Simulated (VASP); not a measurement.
VASP runs on PtTe2 (space group P-3m1) share one base input (LDA (Ceperley-Alder, Perdew-Zunger), plane waves, VASP's LDA PAW potentials (set 64)) and change the settings named in each case.

File KPOINTS:
```
kpoints
0
gamma
7 7 5
0 0 0
```

**POSCAR**
```
PtTe2
4.030
  0.5000000000  -0.8660253102   0.0000000000
  0.5000000000   0.8660253102   0.0000000000
  0.0000000000   0.0000000000   1.2952853598
Te Pt
2 1
Cart
  0.5000000000   0.2886756807   0.3290024814
  0.5000000000  -0.2886756807   0.9662828784
  0.0000000000   0.0000000000   0.0000000000
```

### INCAR
```
! general
SYSTEM =PtTe2
PREC   =Accurate
ENCUT  =300   ! plane-wave cut-off (eV)
LREAL  =F   ! projection in real space or not
LASPH  =T   ! aspherical one-centre terms

! electronic loop
EDIFF  =1E-6
NELM   =100   ! most electronic steps
ALGO   =Normal   ! blocked Davidson
LMAXMIX=6   ! l cut-off of mixed one-centre charges

! smearing
ISMEAR =0   ! Gaussian
SIGMA  =0.05   ! width (eV)

! ions
ISIF   =2   ! forces and stress, cell fixed

! output
LWAVE  =F
LCHARG =F
```

POTCAR, in this order: Te Pt (LDA.64 set). Program: vasp_std.

| change | E(σ→0) (eV/atom) | pressure (GPa) | −TS (eV) |
|---|---|---|---|
| base run | -5.4557 | -0.52 | -0.0032 |
| GGA = PS, POTCAR Te Pt (PBE.64 set) | -5.0833 | 1.27 | -0.0034 |
| GGA_COMPAT = .FALSE., LNONCOLLINEAR = .TRUE., LSORBIT = .TRUE., MAGMOM = 0.0 0.0 0.0 0.0 0.0 0.0 0.0 0.0 0.0, program vasp_ncl | -5.6364 | … | … |
| KPOINTS 2×2×1 Γ-centred mesh | -5.5654 | -2.04 | -0.0193 |

Q: Some entries are withheld; supply them.

A: 
- GGA_COMPAT = .FALSE., LNONCOLLINEAR = .TRUE., LSORBIT = .TRUE., MAGMOM = 0.0 0.0 0.0 0.0 0.0 0.0 0.0 0.0 0.0, program vasp_ncl, pressure (GPa): -0.36
- GGA_COMPAT = .FALSE., LNONCOLLINEAR = .TRUE., LSORBIT = .TRUE., MAGMOM = 0.0 0.0 0.0 0.0 0.0 0.0 0.0 0.0 0.0, program vasp_ncl, −TS (eV): -0.0030

Energies of different potentials or functionals have different zeros.  Unless said otherwise, spin-orbit coupling is left out, though it shifts the bands of the heavy elements here. At 300 eV the pressure can carry a Pulay error.

Left out are runs that ran out of time, are held back, or changed the cell or the kind of run, fixed moments of cells without a moment, rows past the twelfth, gaps on odd meshes, pressures of charged cells and columns that move by less than the noise.

The structure is a typed PtTe2 crystal (P-3m1). The cell was not relaxed at this level.
